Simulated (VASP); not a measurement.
A convergence study with VASP on Tl (space group no. 194 when undisturbed): a few settings are varied, all else stays as given below, so the limit is that of these other settings. One atom is moved off its site, so that forces are finite.

```yaml
crystal:
  lattice:
    - [1.72481, -2.98746, 0.00000]
    - [1.72481, 2.98746, 0.00000]
    - [0.00000, 0.00000, 5.50344]
  atoms:
    - { symbol: Tl, position: [0.33333, 0.66667, 0.25909] }
    - { symbol: Tl, position: [0.66667, 0.33333, 0.75000] }
```

All values below come from PBE GGA, VASP's PBE PAW potentials (set 64) (plane waves; VASP). The last row used: 300 eV cut-off, 18×18×10 Γ-centred mesh, Gaussian smearing of 0.010 eV, potentials Tl_d.

```
setting       E (eV/atom)  pressure (GPa)  largest force (eV/Å)  irreducible k-points
------------  -----------  --------------  --------------------  --------------------
SIGMA = 1.0             ?               ?                     ?                   330
SIGMA = 0.5       -2.1981            3.16                 0.164                   330
SIGMA = 0.3       -2.1989            3.05                 0.166                   330
SIGMA = 0.2       -2.1988            3.03                 0.166                   330
SIGMA = 0.1       -2.1987            3.03                 0.166                   330
SIGMA = 0.02      -2.1987            3.03                 0.167                   330
SIGMA = 0.01      -2.1987               ?                 0.167                   330
```

Q: Complete the blanks.

A: 
- SIGMA = 0.01, pressure (GPa): 3.02
- SIGMA = 1.0, E (eV/atom): -2.1936
- SIGMA = 1.0, pressure (GPa): 3.71
- SIGMA = 1.0, largest force (eV/Å): 0.159

Left out are rungs that failed or repeat a setting and relaxations that didn't move; long series are thinned to 24 rows.

The structure is a typed Tl crystal (space group no. 194). The cell was not relaxed at this level, it is distorted from the ideal structure.
